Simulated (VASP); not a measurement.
# PtAl (relaxed from the zinc blende structure, space group F-43m): computed properties

Calculation: PBEsol GGA, VASP's PBE PAW potentials (set 64) (plane waves; VASP).

```json
{
 "space_group": "F-43m (216)",
 "cell": "a = b = c = 5.534 Å, α = β = γ = 90.00°",
 "volume_per_atom": "21.19 Å^3/atom",
 "band gap (over mesh and band path)": "none (metal, semimetal or under 0.01 eV)",
 "density": "8.70 g/cm³"
}
```

Space group F-43m (No. 216); a = b = c = 5.534 Å, α = β = γ = 90.00°

```csv
atom,site,symmetry,x,y,z
Pt,4a,-43m,0.0000,0.0000,0.0000
Al,4d,-43m,0.7500,0.7500,0.7500
```
(The calculation used a cell of 2 atoms; values per cell refer to that cell.)

Unless said otherwise, spin-orbit coupling is left out, though it shifts the bands of the heavy elements here.

The structure was generated: PtAl was put into the zinc blende type (F-43m), which need not be its known phase. It was relaxed first, which changed the volume by -19 %. Symmetry was kept, so distortions that lower it aren't found. The electron count is odd and the run is not spin-polarised, which forces a metal.
